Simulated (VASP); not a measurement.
# MoS2: the relaxed cell at several levels, part 2 of 4

How close do the usual functionals, with and without dispersion, come to the cell of MoS2? The start is a cell from a database of measured crystal structures.

VASP 6.6.1, plane waves and PAW; the level of theory is named at each step.

So far. Step 2 (Relaxation with LDA): It ends with a largest force of 0.001 eV/Å and a pressure of -0.02 GPa. The volume lies -4.7 % from that of the database's start, which holds the thermal and zero-point expansion of its experiment. LDA is known to overbind. The conventional cell has a = 3.126 and c = 12.072 Å.

The database entry behind the starting cell differs from later determinations by our own check (about 0.3 % long), so it need not match the best structure at ambient conditions.

## (3) Relaxation with PBEsol

This step: PBEsol; plane waves and PAW (Mo_sv, S) (VASP 6.6.1).

PBEsol restores the gradient expansion of exchange and is tuned for the cells of solids.

Contents of INCAR:

```
SYSTEM = MoS2
PREC = Accurate
ENCUT = 520
EDIFF = 1E-06
NELM = 100
ISMEAR = -1
SIGMA = 0.05
LREAL = .FALSE.
ALGO = Normal
GGA = PS
NBANDS = 32
LASPH = .TRUE.
LORBIT = 11
LWAVE = .FALSE.
LCHARG = .FALSE.
KPAR = 4
IBRION = 2
NSW = 60
ISIF = 3
EDIFFG = -0.01
```

Contents of POSCAR:

```
MoS2
1.0
    3.1690000000      0.0000000000      0.0000000000
   -1.5845000000      2.7444345046      0.0000000000
    0.0000000000      0.0000000000     12.3240000000
Mo S
2 4
Direct
    0.3333333333      0.6666666667      0.2500000000
    0.6666666667      0.3333333333      0.7500000000
    0.3333333333      0.6666666667      0.6230000000
    0.6666666667      0.3333333333      0.1230000000
    0.3333333333      0.6666666667      0.8770000000
    0.6666666667      0.3333333333      0.3770000000
```

Contents of KPOINTS:

```
Automatic mesh
0
Gamma
10 10 3
0 0 0
```

Potentials, in the order of the species: Mo_sv and S (PBE family, release 64).

Started as:

```sh
$ mpirun -np 4 vasp_std
```

Log:

```text
[banner, memory and clock lines left out]
running    4 mpi-ranks, on    1 nodes
 distrk:  each k-point on    1 cores,    4 groups
 distr:  one band on    1 cores,    1 groups

 POSCAR found type information on POSCAR MoS
 POSCAR found :  2 types and       6 ions
 [... a notice as in an earlier step ...]

 LDA part: xc-table for (Slater+PW92), standard interpolation
 POSCAR, INCAR and KPOINTS ok, starting setup
 FFT: planning ... GRIDC
 FFT: planning ... GRID_SOFT
 FFT: planning ... GRID
 WAVECAR not read
 entering main loop
       N       E                     dE             d eps       ncg     rms          rms(c)
DAV:   1     0.434116641011E+03    0.43412E+03   -0.29492E+04  2000   0.154E+03
DAV:   2    -0.259263244562E+02   -0.46004E+03   -0.44912E+03  2176   0.388E+02
DAV:   3    -0.493782003402E+02   -0.23452E+02   -0.23288E+02  2320   0.776E+01
DAV:   4    -0.498459393101E+02   -0.46774E+00   -0.46671E+00  2144   0.110E+01
DAV:   5    -0.498587716846E+02   -0.12832E-01   -0.12825E-01  2328   0.173E+00    0.350E+01
DAV:   6    -0.476621461113E+02    0.21966E+01   -0.19574E+01  1944   0.243E+01    0.126E+01
DAV:   7    -0.472451351805E+02    0.41701E+00   -0.88513E+00  2024   0.155E+01    0.813E+00
DAV:   8    -0.468790074464E+02    0.36613E+00   -0.14371E+00  2272   0.677E+00    0.296E+00
DAV:   9    -0.468883676762E+02   -0.93602E-02   -0.15058E-01  2376   0.186E+00    0.131E+00
DAV:  10    -0.468795446005E+02    0.88231E-02   -0.57308E-02  2176   0.139E+00    0.319E-01
DAV:  11    -0.468794747278E+02    0.69873E-04   -0.24232E-03  2288   0.280E-01    0.177E-01
DAV:  12    -0.468793921019E+02    0.82626E-04   -0.32470E-04  2312   0.929E-02    0.841E-02
DAV:  13    -0.468793860687E+02    0.60332E-05   -0.15182E-04  2392   0.632E-02    0.145E-02
DAV:  14    -0.468793874372E+02   -0.13685E-05   -0.13605E-05  1960   0.211E-02    0.215E-02
DAV:  15    -0.468793875557E+02   -0.11851E-06   -0.23536E-06  1848   0.943E-03
   1 F= -.46879388E+02 E0= -.46879386E+02  d E =-.468794E+02
 curvature:   0.00 expect dE= 0.000E+00 dE for cont linesearch  0.000E+00
 trial: gam= 0.00000 g(F)=  0.187E-01 g(S)=  0.984E-01 ort = 0.000E+00 (trialstep = 0.100E+01)
 search vector abs. value=  0.117E+00
 bond charge predicted
       N       E                     dE             d eps       ncg     rms          rms(c)
DAV:   1    -0.478860620757E+02   -0.10067E+01   -0.29460E+01  1864   0.422E+01    0.149E+01
DAV:   2    -0.470183861509E+02    0.86768E+00   -0.45052E+00  1992   0.148E+01    0.301E+00
DAV:   3    -0.468594943451E+02    0.15889E+00   -0.89821E-01  2008   0.441E+00    0.191E+00
DAV:   4    -0.468241736677E+02    0.35321E-01   -0.15226E-01  1928   0.249E+00    0.759E-01
DAV:   5    -0.468230405805E+02    0.11331E-02   -0.29751E-02  2208   0.105E+00    0.936E-01
DAV:   6    -0.468222822948E+02    0.75829E-03   -0.77215E-03  2008   0.441E-01    0.200E-01
DAV:   7    -0.468222812683E+02    0.10266E-05   -0.15479E-03  2048   0.257E-01    0.647E-02
DAV:   8    -0.468222642747E+02    0.16994E-04   -0.56734E-05  2160   0.491E-02    0.478E-02
DAV:   9    -0.468222636277E+02    0.64705E-06   -0.93112E-06  1920   0.183E-02
   2 F= -.46822264E+02 E0= -.46822262E+02  d E =0.571239E-01
[... from here on, the cycles between the ionic steps are left out ...]
   3 F= -.46899812E+02 E0= -.46899810E+02  d E =-.204242E-01
   4 F= -.46899808E+02 E0= -.46899806E+02  d E =-.204204E-01
   5 F= -.46902182E+02 E0= -.46902180E+02  d E =-.237362E-02
   6 F= -.46902182E+02 E0= -.46902181E+02  d E =-.237391E-02
   7 F= -.46902595E+02 E0= -.46902594E+02  d E =-.412909E-03
   8 F= -.46903277E+02 E0= -.46903276E+02  d E =-.109505E-02
   9 F= -.46903415E+02 E0= -.46903414E+02  d E =-.138230E-03
  10 F= -.46903795E+02 E0= -.46903794E+02  d E =-.518441E-03
  11 F= -.46904395E+02 E0= -.46904394E+02  d E =-.111755E-02
  12 F= -.46904965E+02 E0= -.46904964E+02  d E =-.168803E-02
  13 F= -.46904979E+02 E0= -.46904978E+02  d E =-.170217E-02
  14 F= -.46905243E+02 E0= -.46905242E+02  d E =-.263575E-03
  15 F= -.46905639E+02 E0= -.46905638E+02  d E =-.659789E-03
  16 F= -.46905651E+02 E0= -.46905651E+02  d E =-.671874E-03
 curvature:  -8.83 expect dE=-0.136E-02 dE for cont linesearch -0.364E-06
 trial: gam=-0.18960 g(F)=  0.654E-04 g(S)=  0.892E-04 ort =-0.273E-04 (trialstep = 0.432E+00)
 search vector abs. value=  0.817E-03
 bond charge predicted
       N       E                     dE             d eps       ncg     rms          rms(c)
DAV:   1    -0.469058125306E+02   -0.16161E-03   -0.11412E-02  1848   0.576E-01    0.108E-01
DAV:   2    -0.469057264751E+02    0.86055E-04   -0.11708E-03  2000   0.212E-01    0.740E-02
DAV:   3    -0.469056982160E+02    0.28259E-04   -0.91469E-05  2040   0.502E-02    0.336E-02
DAV:   4    -0.469056935697E+02    0.46463E-05   -0.24757E-05  2008   0.250E-02    0.225E-02
DAV:   5    -0.469056945162E+02   -0.94652E-06   -0.87830E-07  1136   0.571E-03
  17 F= -.46905695E+02 E0= -.46905694E+02  d E =-.435061E-04
 trial-energy change:   -0.000044  1 .order   -0.000044   -0.000069   -0.000019
 step:   0.5918(harm=  0.5918)  dis= 0.00178  next Energy=   -46.905698 (dE=-0.473E-04)
 reached required accuracy - stopping structural energy minimisation
```

The job ended after 6.1 min (4 MPI ranks of AMD EPYC 7R43, shared host; peak memory 0.97 GiB).

From OUTCAR (step 3):

```text
 Found     28 irreducible k-points:

   NELECT =      52.0000    total number of electrons

 E-fermi :   7.7419

 k-point     1 :       0.0000    0.0000    0.0000
  band No.  band energies     occupation
    ...
     22       5.2369      2.00000
     23       5.2369      2.00000
     24       5.9704      2.00000
     25       6.1472      2.00000
     26       7.2771      1.99982
     27       9.5591      0.00000
     28       9.5591      0.00000
     29       9.5794      0.00000
     30       9.5794      0.00000
     31       9.7751      0.00000
    ...

 k-point     2 :       0.1000   -0.0000    0.0000
  band No.  band energies     occupation
    ...
     22       4.9974      2.00000
     23       5.3380      2.00000
     24       6.1618      2.00000
     25       6.2238      2.00000
     26       7.0221      2.00000
     27       9.3777      0.00000
     28       9.4017      0.00000
     29       9.4475      0.00000
     30       9.5880      0.00000
     31       9.5891      0.00000
    ...

  Total       -0.0428779     -0.0428779      0.0163138      0.0000000      0.0000000     -0.0000000
  in kB       -0.6395091     -0.6395091      0.2433138      0.0000000      0.0000000     -0.0000000
  external PRESSURE =      -0.3452348 kB  Pullay stress =       0.0000000 kB

  energy-cutoff  :      520.00
  volume of cell :      107.42
      direct lattice vectors                 reciprocal lattice vectors
     3.142196400 -0.000000000 -0.000000000     0.318248726  0.183740987 -0.000000000
    -1.571098200  2.721221906  0.000000000     0.000000000  0.367481975 -0.000000000
     0.000000000  0.000000000 12.563206616     0.000000000 -0.000000000  0.079597513

 POSITION                                       TOTAL-FORCE (eV/Angst)
 -----------------------------------------------------------------------------------
     -0.00000      1.81415      3.14080        -0.000000      0.000000      0.000000
      1.57110      0.90707      9.42240         0.000000     -0.000000      0.000000
     -0.00000      1.81415      7.86380         0.000000     -0.000000     -0.003274
      1.57110      0.90707      1.58220        -0.000000     -0.000000     -0.003274
     -0.00000      1.81415     10.98101         0.000000      0.000000      0.003274
      1.57110      0.90707      4.69940        -0.000000      0.000000      0.003274
 -----------------------------------------------------------------------------------
    total drift:                               -0.000000      0.000000     -0.000000

  FREE ENERGIE OF THE ION-ELECTRON SYSTEM (eV)
  ---------------------------------------------------
  free  energy   TOTEN  =       -46.9056945162 eV

  energy  without entropy=      -46.9056936259  energy(sigma->0) =      -46.90569407

 total charge
# of ion       s       p       d       tot
------------------------------------------
    1        2.300   6.230   3.993  12.523
    2        2.300   6.230   3.993  12.523
    3        1.358   2.326   0.000   3.684
    4        1.358   2.326   0.000   3.684
    5        1.358   2.326   0.000   3.684
    6        1.358   2.326   0.000   3.684
--------------------------------------------------
tot         10.031  21.764   7.986  39.780

[... 9 parts as in an earlier step ...]

[... 5 further parts left out ...]
```

The bonds form layers, held to each other by dispersion, which PBEsol lacks, so the spacing between them is unreliable. The PAW data sets were made with PBE, which is usual practice but a small mismatch for other functionals.

The steps of the relaxation:

| step | energy less that of the first step (eV) | largest force (eV/Å) | pressure (GPa) | volume (Å³) |
| --- | --- | --- | --- | --- |
| 1 | 0.0000 | 0.3114 | -2.99 | 107.18 |
| 2 | 0.0571 | 0.7645 | 6.50 | 102.09 |
| 3 | -0.0204 | 0.0354 | -0.02 | 105.41 |
| 4 | -0.0204 | 0.0423 | 0.06 | 105.37 |
| 5 | -0.0228 | 0.0387 | 0.14 | 105.20 |
| 6 | -0.0228 | 0.0393 | 0.14 | 105.20 |
| 7 | -0.0232 | 0.0501 | 0.01 | 105.39 |
| 8 | -0.0239 | 0.0825 | -0.37 | 105.95 |
| 9 | -0.0240 | 0.0776 | -0.35 | 105.97 |
| 10 | -0.0244 | 0.0629 | -0.29 | 106.03 |
| 11 | -0.0250 | 0.0348 | -0.12 | 106.16 |
| 12 | -0.0256 | 0.0235 | 0.19 | 106.40 |
| 13 | -0.0256 | 0.0357 | 0.23 | 106.45 |
| 14 | -0.0259 | 0.0317 | 0.20 | 106.66 |
| 15 | -0.0263 | 0.0214 | 0.07 | 107.28 |
| 16 | -0.0263 | 0.0184 | 0.03 | 107.47 |
| 17 | -0.0263 | 0.0033 | -0.03 | 107.42 |

| conventional cell, symmetrised | before | after | change |
| --- | --- | --- | --- |
| a (Å) | 3.169 | 3.142 | -0.8 % |
| b (Å) | 3.169 | 3.142 | -0.8 % |
| c (Å) | 12.324 | 12.563 | +1.9 % |
| volume (Å³/atom) | 17.86 | 17.90 | +0.2 % |

The atoms that moved most (Å, as changes of fractional coordinates times the final cell):

| atom | dx | dy | dz | length |
| --- | --- | --- | --- | --- |
| S6 | 0.000 | 0.000 | -0.037 | 0.037 |
| S4 | 0.000 | 0.000 | 0.037 | 0.037 |
| S5 | 0.000 | 0.000 | -0.037 | 0.037 |
| S3 | 0.000 | 0.000 | 0.037 | 0.037 |

Final coordinates:

```cif
data_structure
_symmetry_space_group_name_H-M 'P 1'
_symmetry_Int_Tables_number 1
_cell_length_a 3.1422
_cell_length_b 3.1422
_cell_length_c 12.5632
_cell_angle_alpha 90.000
_cell_angle_beta 90.000
_cell_angle_gamma 120.000
_cell_volume 107.42
loop_
_atom_site_label
_atom_site_type_symbol
_atom_site_fract_x
_atom_site_fract_y
_atom_site_fract_z
_atom_site_occupancy
Mo1 Mo 0.33333 0.66667 0.25000 1
Mo2 Mo 0.66667 0.33333 0.75000 1
S3 S 0.33333 0.66667 0.62594 1
S4 S 0.66667 0.33333 0.12594 1
S5 S 0.33333 0.66667 0.87406 1
S6 S 0.66667 0.33333 0.37406 1
```

This step gave:

| Property | Result |
| --- | --- |
| free energy (TOTEN) | -46.91 eV |
| Fermi energy | 7.742 eV |
| pressure | -0.03452 GPa |
| SCF cycles over all ionic steps | 122 |
| gap on the k-mesh | 1.032 eV |
| least direct gap on the k-mesh | 1.962 eV |

It ends at 17.90 Å³/atom, +0.2 % from the start, with -0.03 GPa left. The conventional cell has a = 3.142 and c = 12.563 Å.

## (4) Relaxation with PBE

This step: PBE; plane waves and PAW (Mo_sv, S) (VASP 6.6.1).

PBE, the usual starting point, adds the gradient of the density.

INCAR: that of step 3 with these lines changed.

```diff
@@ -9,3 +9,3 @@
 ALGO = Normal
-GGA = PS
+GGA = PE
 NBANDS = 32
```

POSCAR is that of step 3.

KPOINTS is that of step 3.

Started as:

```sh
$ mpirun -np 4 vasp_std
```

Log:

```text
[banner, memory and clock lines left out]
running    4 mpi-ranks, on    1 nodes
[...]
LDA part: xc-table for (Slater+PW92), standard interpolation
 POSCAR, INCAR and KPOINTS ok, starting setup
[...]
entering main loop
       N       E                     dE             d eps       ncg     rms          rms(c)
DAV:   1     0.439137384918E+03    0.43914E+03   -0.29551E+04  2000   0.154E+03
DAV:   2    -0.223842030814E+02   -0.46152E+03   -0.45031E+03  2168   0.389E+02
DAV:   3    -0.460719934120E+02   -0.23688E+02   -0.23517E+02  2320   0.780E+01
DAV:   4    -0.465560867732E+02   -0.48409E+00   -0.48300E+00  2160   0.112E+01
[...]
DAV:  13    -0.436141693740E+02   -0.52248E-05   -0.15374E-04  2320   0.644E-02    0.872E-03
DAV:  14    -0.436141721198E+02   -0.27458E-05   -0.11682E-05  1952   0.193E-02    0.151E-02
DAV:  15    -0.436141727971E+02   -0.67732E-06   -0.23439E-06  1936   0.866E-03
   1 F= -.43614173E+02 E0= -.43614172E+02  d E =-.436142E+02
[... from here on, the cycles between the ionic steps are left out ...]
   2 F= -.43615654E+02 E0= -.43615653E+02  d E =-.148156E-02
   3 F= -.43624046E+02 E0= -.43624045E+02  d E =-.987301E-02
   5 F= -.43645778E+02 E0= -.43645777E+02  d E =-.217320E-01
   7 F= -.43675315E+02 E0= -.43675315E+02  d E =-.295375E-01
   9 F= -.43695161E+02 E0= -.43695161E+02  d E =-.493829E-01
  11 F= -.43700273E+02 E0= -.43700273E+02  d E =-.511247E-02
  13 F= -.43701762E+02 E0= -.43701762E+02  d E =-.148856E-02
  15 F= -.43702241E+02 E0= -.43702241E+02  d E =-.479439E-03
  17 F= -.43702432E+02 E0= -.43702432E+02  d E =-.191118E-03
  19 F= -.43702643E+02 E0= -.43702643E+02  d E =-.210479E-03
  21 F= -.43702792E+02 E0= -.43702792E+02  d E =-.149376E-03
  23 F= -.43702855E+02 E0= -.43702855E+02  d E =-.503055E-04
  25 F= -.43703094E+02 E0= -.43703094E+02  d E =-.289435E-03
  27 F= -.43703185E+02 E0= -.43703185E+02  d E =-.912111E-04
  28 F= -.43703205E+02 E0= -.43703205E+02  d E =-.204909E-04
  29 F= -.43703233E+02 E0= -.43703233E+02  d E =-.478815E-04
[...]
reached required accuracy - stopping structural energy minimisation
```

It took 10 min on 4 MPI ranks; peak memory 0.97 GiB.

From OUTCAR (step 4):

```text
  Total       -0.0310101     -0.0310101     -0.0132863      0.0000000     -0.0000000      0.0000000
  in kB       -0.4057779     -0.4057779     -0.1738552      0.0000000     -0.0000000      0.0000000
  external PRESSURE =      -0.3284704 kB  Pullay stress =       0.0000000 kB

 POSITION                                       TOTAL-FORCE (eV/Angst)
 -----------------------------------------------------------------------------------
     -0.00000      1.83900      3.48378        -0.000000      0.000000      0.000000
      1.59262      0.91950     10.45135         0.000000      0.000000      0.000000
     -0.00000      1.83900      8.88950        -0.000000      0.000000      0.006149
      1.59262      0.91950      1.92193        -0.000000      0.000000      0.006149
     -0.00000      1.83900     12.01321         0.000000     -0.000000     -0.006149
      1.59262      0.91950      5.04564         0.000000     -0.000000     -0.006149
 -----------------------------------------------------------------------------------
    total drift:                               -0.000000      0.000000     -0.000000

  FREE ENERGIE OF THE ION-ELECTRON SYSTEM (eV)
  ---------------------------------------------------
  free  energy   TOTEN  =       -43.7032327656 eV

  energy  without entropy=      -43.7032327270  energy(sigma->0) =      -43.70323275

[... 2 parts as in an earlier step ...]

[... 2 further parts left out ...]
[key lines of the parts left out:]
E-fermi :   6.2110
```

The bonds form layers, held to each other by dispersion, which PBE lacks, so the spacing between them is unreliable. After so large a change of volume the plane waves of the start cell no longer fit, so the final stress carries a basis-set error.

The steps of the relaxation (22 of 29):

| step | energy less that of the first step (eV) | largest force (eV/Å) | pressure (GPa) | volume (Å³) |
| --- | --- | --- | --- | --- |
| 1 | 0.0000 | 0.0779 | 1.85 | 107.18 |
| 2 | -0.0015 | 0.4795 | -2.04 | 110.41 |
| 4 | -0.0224 | 0.1770 | -0.18 | 109.78 |
| 5 | -0.0316 | 0.0243 | -0.06 | 111.42 |
| 6 | -0.0406 | 0.0129 | -0.05 | 111.95 |
| 8 | -0.0799 | 0.0592 | 0.36 | 116.63 |
| 9 | -0.0810 | 0.0700 | 0.47 | 117.40 |
| 10 | -0.0859 | 0.0989 | -0.35 | 119.65 |
| 12 | -0.0853 | 0.1547 | 0.55 | 121.05 |
| 13 | -0.0876 | 0.0117 | -0.04 | 120.53 |
| 14 | -0.0880 | 0.0162 | 0.13 | 120.59 |
| 16 | -0.0882 | 0.0397 | -0.06 | 120.97 |
| 17 | -0.0883 | 0.0227 | 0.02 | 120.87 |
| 18 | -0.0883 | 0.0237 | -0.02 | 121.00 |
| 20 | -0.0885 | 0.0182 | -0.12 | 121.42 |
| 21 | -0.0886 | 0.0024 | -0.02 | 121.50 |
| 22 | -0.0886 | 0.0131 | 0.03 | 121.54 |
| 24 | -0.0888 | 0.0126 | 0.08 | 121.72 |
| 25 | -0.0889 | 0.0129 | 0.17 | 121.98 |
| 26 | -0.0890 | 0.0044 | 0.06 | 122.17 |
| 28 | -0.0890 | 0.0110 | 0.00 | 122.30 |
| 29 | -0.0891 | 0.0061 | -0.03 | 122.44 |

| cell as run | before | after | change |
| --- | --- | --- | --- |
| a (Å) | 3.169 | 3.185 | +0.5 % |
| b (Å) | 3.169 | 3.185 | +0.5 % |
| c (Å) | 12.324 | 13.935 | +13.1 % |
| volume (Å³/atom) | 17.86 | 20.41 | +14.2 % |

The atoms that moved most (Å, as changes of fractional coordinates times the final cell):

| atom | dx | dy | dz | length |
| --- | --- | --- | --- | --- |
| S6 | 0.000 | 0.000 | -0.208 | 0.208 |
| S4 | 0.000 | 0.000 | 0.208 | 0.208 |
| S5 | 0.000 | 0.000 | -0.208 | 0.208 |
| S3 | 0.000 | 0.000 | 0.208 | 0.208 |

Final coordinates:

```xyz
6
Lattice="3.1852 0.0000 0.0000 -1.5926 2.7585 0.0000 0.0000 0.0000 13.9351" Properties=species:S:1:pos:R:3 pbc="T T T"
Mo    0.0000    1.8390    3.4838
Mo    1.5926    0.9195   10.4514
S     0.0000    1.8390    8.8895
S     1.5926    0.9195    1.9219
S     0.0000    1.8390   12.0132
S     1.5926    0.9195    5.0456
```

It ends at 20.41 Å³/atom, +14.2 % from the start, with -0.03 GPa left. The conventional cell has a = 3.185 and c = 13.935 Å. That is far more than a functional's usual error.

[end of part 2 of 4]

[Lines on the potential files, build, host, timing and source positions are cut from VASP's logs without a mark.]

[Logs are printed without paths, hosts, clocks, repeated set-up lines and the standing remarks that a program may print on its own settings, such as how far it seeks lower states.]

[Hosts, paths, dates, database ids (printed as entryN), source tags and the programs' standing remarks are cut or masked in the printed files.]

[A measured line is paired with the nearest computed mode of its activity, which favours agreement.]
